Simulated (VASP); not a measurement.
An input for Quantum ESPRESSO's pw.x (written as the equivalent of a VASP run, and not itself run):

```
&CONTROL
  calculation = 'scf'
  pseudo_dir = './pseudo'
  outdir = './out'
  tprnfor = .true.
  tstress = .true.
/
&SYSTEM
  ibrav = 0
  nat = 1
  ntyp = 1
  ecutwfc = 82
  occupations = 'tetrahedra'
  input_dft = 'pbesol'
/
&ELECTRONS
  conv_thr = 7.3e-09
  electron_maxstep = 100
/
ATOMIC_SPECIES
  Nb 92.906 Nb.upf
CELL_PARAMETERS angstrom
    -1.6332557    1.6332557    1.6332557
     1.6332557   -1.6332557    1.6332557
     1.6332557    1.6332557   -1.6332557
ATOMIC_POSITIONS crystal
  Nb   0.0000000  0.0000000  0.0000000
K_POINTS automatic
  18 18 18 0 0 0
```

Task: Write the VASP files for the same calculation (PBEsol).

Result: One answer among several that fit: 
KPOINTS:
```
Automatic mesh
0
Gamma
18 18 18
0 0 0
```

**POSCAR**
```
Nb
2.8288820
 -0.5773502559   0.5773502559   0.5773502559
  0.5773502559  -0.5773502559   0.5773502559
  0.5773502559   0.5773502559  -0.5773502559
Nb
1
direct
  0.0000000000   0.0000000000   0.0000000000
```

### INCAR
```
ALGO = Normal
EDIFF = 1E-7
ENCUT = 400
GGA = PS
ISIF = 2
ISMEAR = -5
LASPH = T
LCHARG = T
LMAXMIX = 4
LORBIT = 11
LREAL = F
LWAVE = F
NEDOS = 601
NELM = 100
PREC = Accurate
SYSTEM = Nb
```

POTCAR, in this order: Nb_sv (PBE.64 set). Program: vasp_std.

Limits of the translation: the potentials are each code's own (VASP's PAW set, PseudoDojo norm-conserving files in pw.x), so ENCUT and ecutwfc are chosen apart and not converted; conv_thr bounds pw.x's estimated SCF error, while EDIFF bounds the energy change between steps.

The structure comes from a measured Nb entry (Im-3m) of the Crystallography Open Database, whose conditions weren't checked. It was relaxed first.
